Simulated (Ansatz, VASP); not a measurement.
## Two plane-wave programs on CaC2

```
Ca C
1.0
    -1.98266    1.98266    3.28216
     1.98266   -1.98266    3.28216
     1.98266    1.98266   -3.28216
Ca C
1 2
Direct
  0.00000 0.00000 0.00000
  0.59789 0.59789 0.00000
  0.40211 0.40211 0.00000
```

Change from the starting cell: strain +0.025 along x and y, +0.025 along z, atoms carried along.

Alike in both runs: task single point; functional LDA; k mesh 10 × 10 × 10; occupations gaussian, width 0.05 eV; no spin polarisation.

|  | VASP | Ansatz |
| --- | --- | --- |
| version | VASP 6.6.1 | Ansatz 0.2.0 |
| potentials or method | VASP PAW LDA potentials, release 64 (Ca_sv, C) | scalar-relativistic, plane waves, PAW |
| plane-wave cutoff (eV) | 520 | 420 |
| valence electrons in the cell | 18 | 18 |

Ansatz gave:

* gap on the k mesh at the Fermi level (eV): 1.31
* least direct gap on the mesh (eV): 2.30
* pressure (GPa): -10.0
* largest component of the traceless stress (GPa): 7.11
* rms of the force components (eV/Å): 0.883

Which values does VASP return?

gap on the k mesh at the Fermi level (eV): 1.30; least direct gap on the mesh (eV): 2.29; pressure (GPa): -9.7; largest component of the traceless stress (GPa): 6.84; rms of the force components (eV/Å): 0.845.

Atom by atom the forces differ by 0.038 eV/Å (rms over components).

Caveats: forces of over 1 eV/Å show positions far from the minimum, so gaps and moduli don't describe the material at rest. A k mesh can miss the band edges.
